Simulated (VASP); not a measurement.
Data:

```yaml
crystal:
  lattice:
    - [0.00000, 3.72246, 3.72246]
    - [3.72246, 0.00000, 3.72246]
    - [3.72246, 3.72246, 0.00000]
  atoms:
    - { symbol: K, position: [0.00000, 0.00000, 0.00000] }
    - { symbol: Br, position: [0.25000, 0.25000, 0.25000] }
```

Calculation: PBE GGA, VASP's PBE PAW potentials (set 64) (plane waves; VASP). Settings: 400 eV cut-off, 7×7×7 Γ-centred mesh, tetrahedra with Blöchl corrections, potentials K_sv Br.

**Question.** Estimate the energy per atom (σ→0).

**Answer.** 
```json
{
 "energy per atom (σ→0)": "-3.019 eV/atom"
}
```

The absolute energy has meaning only against runs of the same code, potentials and settings.

The structure was generated: KBr was put into the zinc blende type (F-43m), which need not be its known phase. It was relaxed first.
